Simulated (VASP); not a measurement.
**In3SbO4: relaxation of cell and atoms with PBE**

Crystal: In3SbO4.

```
In Sb O
1.0
    -3.00331    3.00331    4.62113
     3.00331   -3.00331    4.62113
     3.00331    3.00331   -4.62113
In Sb O
3 1 4
Direct
  0.75304 0.75304 0.00000
  0.24696 0.24696 0.00000
  0.50000 0.50000 0.00000
  0.00000 0.00000 0.00000
  0.00611 0.50611 0.01223
  0.49389 0.99389 0.98777
  0.50611 0.49389 0.50000
  0.99389 0.00611 0.50000
```

The cell was built by a generator and needn't be a form met in nature.

```json
{
  "Program": "VASP 6.6.1",
  "Task": "relaxation of cell and atoms",
  "Functional": "PBE",
  "Potentials or basis": "VASP PAW PBE potentials, release 64 (In_d, Sb, O)",
  "Cutoff": "520 eV",
  "k mesh": "3 × 3 × 3",
  "Occupations": "gaussian, width 0.15 eV",
  "Spin": "no spin polarisation",
  "Further INCAR settings": "PREC = Normal; ALGO = Fast; EDIFF = 0.0001; IBRION = 2; EDIFFG = -0.08; NSW = 24; ISIF = 3"
}
```

```yaml
Relaxed_volume: 24.52 Å³/atom
Relaxed_cell: a = 7.127 Å, b = 7.127 Å, c = 7.127 Å, α = 131.95°, β = 131.95°, γ = 70.30°
Space_group_after_relaxing_to_0.05_Å: I422 (No. 97)
Energy_gained_by_relaxing: 654.1 meV/atom
Ionic_steps: 13
Pressure_after_relaxing: 0.2 GPa
Largest_force_after_relaxing: 0.037 eV/Å
Band_gap_on_the_k_mesh: none (metal or under the smearing width)
```

Forces in eV/Å, atoms in the order of the input:
```
In   0.000  0.000  0.037
In   0.000  0.000 -0.037
In   0.000  0.000  0.000
Sb   0.000  0.000  0.000
O   -0.003 -0.003  0.000
O    0.003  0.003  0.000
O    0.003 -0.003  0.000
O   -0.003  0.003  0.000
```

Step by step:
| step | energy change (eV) | largest force (eV/Å) | pressure (GPa) | volume (Å³) |
| --- | --- | --- | --- | --- |
| 1 | 0.0000 | 1.8548 | 18.90 | 166.73 |
| 2 | -4.0872 | 1.0596 | -7.55 | 226.24 |
| 3 | -4.8275 | 1.0854 | -2.00 | 201.86 |
| 4 | -4.8423 | 1.1376 | -3.11 | 205.05 |
| 5 | -4.8422 | 1.0669 | -2.93 | 204.28 |
| 6 | -5.1289 | 0.7358 | 0.78 | 193.21 |
| 7 | -5.1328 | 0.6963 | 0.99 | 192.12 |
| 8 | -5.1883 | 0.5117 | 0.13 | 194.63 |
| 9 | -5.2116 | 0.3553 | -0.42 | 196.73 |
| 10 | -5.2012 | 0.0624 | -1.42 | 200.96 |
| 11 | -5.2167 | 0.2882 | -0.87 | 198.13 |
| 12 | -5.2315 | 0.1188 | 0.35 | 195.50 |
| 13 | -5.2328 | 0.0368 | 0.21 | 196.19 |

Final structure:
```
In Sb O
1.0
    -2.90121    2.90121    5.82706
     2.90121   -2.90121    5.82706
     2.90121    2.90121   -5.82706
In Sb O
3 1 4
Cartesian
  0.0000 0.0000 8.8709
  0.0000 0.0000 2.7832
  0.0000 0.0000 5.8271
  0.0000 0.0000 0.0000
  1.4871 -1.4141 2.9135
  4.3153 1.4141 2.9135
  1.4141 1.4871 2.9135
  -1.4141 4.3153 2.9135
```

Levels at points of the mesh, in eV from the Fermi level:
```tsv
k point	band 30	band 31	band 32	band 33	band 34	band 35	band 36	band 37	band 38	band 39
(0.00, 0.00, 0.00)	-0.56	-0.56	0.10	0.26	0.39	0.39	0.56	1.88	2.78	3.55
```

It took 5.1 min on 1 thread of Intel(R) Xeon(R) Platinum 8259CL CPU @ 2.50GHz (Skylake/Cascade Lake), with other jobs on the host, peak memory 0.24 GiB.

Caveat: the k mesh is coarse (spacing up to 0.49 Å⁻¹), so the values aren't converged; the volume moved by over 15 % at a fixed basis, so the end points are rough; the relaxation stopped at a loose force limit of 0.08 eV/Å, so its end isn't a converged minimum. The run has no spin-orbit coupling, so splittings on Sb are missing.
